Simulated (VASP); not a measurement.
Given:

```
HfO2
1.0
    0.00000     2.52471     2.52471
    2.52471     0.00000     2.52471
    2.52471     2.52471     0.00000
Hf O
1 2
Direct
  0.00000   0.00000   0.00000
  0.25000   0.25000   0.25000
  0.75000   0.75000   0.75000
```

These are rev-vdW-DF2, VASP's PBE PAW potentials (set 64) (plane waves; VASP) values and carry that method's errors. Run with 520 eV cut-off, Gaussian smearing of 0.050 eV, potentials Hf_pv O.

Unless said otherwise, spin-orbit coupling is left out, though it shifts the bands of the heavy elements here.

Task: Give the energies of bands 6 to 14 at the high-symmetry points, in eV from the valence-band maximum.

Result: 
| band | Γ | X | U | L | W |
|---|---|---|---|---|---|
| 6 | -5.41 | -6.57 | -5.89 | -4.37 | -5.35 |
| 7 | -5.41 | -3.49 | -4.06 | -4.37 | -5.14 |
| 8 | -5.41 | -3.49 | -3.38 | -3.06 | -2.58 |
| 9 | -0.62 | -1.54 | -2.27 | -2.77 | -2.58 |
| 10 | -0.62 | -1.54 | -1.31 | -1.84 | -1.40 |
| 11 | -0.62 | 0.00 | -0.34 | -1.84 | -0.21 |
| 12 | 3.88 | 3.77 | 4.31 | 4.61 | 4.82 |
| 13 | 3.88 | 5.52 | 5.45 | 4.61 | 5.17 |
| 14 | 5.87 | 6.77 | 7.04 | 7.11 | 7.20 |

The gap is direct, 3.77 eV, from the valence maximum at X to the conduction minimum at X.

The compound is HfO2 in the fluorite structure, the high-temperature cubic form, which is unstable at 0 K; the monoclinic form is the stable one. It was relaxed first.
